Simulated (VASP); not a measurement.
Mo3S, 4 atoms in the cell. It takes space group Pm-3m (No. 221, cubic). Conventional cell: a = 3.995 Å, b = 3.995 Å, c = 3.995 Å, α = 90.00°, β = 90.00°, γ = 90.00°. Around Mo (site symmetry 4/mmm) lie 8 Mo at 2.82 Å and 4 S at 2.82 Å. S (site symmetry m-3m) is surrounded by 12 Mo at 2.82 Å. The cell was built by a generator and needn't be a form met in nature.

| Property | Result |
| --- | --- |
| Program | VASP 6.6.1 |
| Task | relaxation of cell and atoms |
| Functional | PBE |
| Potentials or basis | VASP PAW PBE potentials, release 64 (Mo_sv, S) |
| Cutoff | 600 eV |
| k mesh | 4 × 4 × 4 |
| Occupations | gaussian, width 0.1 eV |
| Spin | no spin polarisation |
| Dipole correction | no |
| Further INCAR settings | ALGO = Normal; EDIFF = 1e-06; IBRION = 2; EDIFFG = -0.04; NSW = 90; ISIF = 3 |

Potentials or basis: VASP PAW PBE potentials, release 64 (Mo_sv, S).

The run is started by

```sh
$ cat potpaw_PBE.64/Mo_sv/POTCAR potpaw_PBE.64/S/POTCAR > POTCAR
$ mpirun -np 1 vasp_std > vasp.out
```

Hardware: 1 thread of AMD EPYC 9R45 96-Core Processor (Zen 5) (shared host).

Task: How long does it take, and how much memory?

Result: It took 24 s on 1 thread of AMD EPYC 9R45 96-Core Processor (Zen 5) (shared host), peak memory 0.16 GiB. Counts: scf iterations 32, k points 10, ion steps 3.
